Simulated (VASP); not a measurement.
These are PBE GGA, VASP's PBE PAW potentials (set 64) (plane waves; VASP 6.6.1) values and carry that method's errors.

VASP input:

### KPOINTS
```
kpoints
0
Monkhorst
  9 9 7
```

**POSCAR**
```
P
1
    1.6550000000    -5.2400000000    -0.0000000000
    1.6550000000     5.2400000000     0.0000000000
    0.0000000000     0.0000000000     4.3800000000
P
4
Direct
  0.1017000000   0.8983000000   0.9194000000
  0.3983000000   0.6017000000   0.4194000000
  0.6017000000   0.3983000000   0.5806000000
  0.8983000000   0.1017000000   0.0806000000
```

### INCAR
```
SYSTEM  =  P
PREC  =  Accurate; ENCUT  =  400; LREAL  =  F
LASPH  =  T
EDIFF  =  1E-6; NELM  =  100; ALGO  =  Normal
ISMEAR  =  0; SIGMA  =  0.05
GGA  =  PE
ISIF  =  2
LWAVE  =  F; LCHARG  =  F
```

POTCAR, in this order: P (PBE.64 set). Program: vasp_std.

Question: What will the output report for the number of irreducible k-points (NKPTS), number of bands (NBANDS), largest plane-wave count, number of space-group operations, FFT grid (NGX, NGY, NGZ)?

Answer: 
| Quantity | Value |
|---|---|
| number of irreducible k-points (NKPTS) | 100 |
| number of bands (NBANDS) | 14 |
| largest plane-wave count | 1410 |
| number of space-group operations | 8 |
| FFT grid (NGX, NGY, NGZ) | 36 × 36 × 30 |

The compound is P in the black structure. The cell was not relaxed at this level. The run is one of a series of settings (KPOINTS 9×9×7 Monkhorst-Pack mesh against the base run), some of them coarse on purpose.
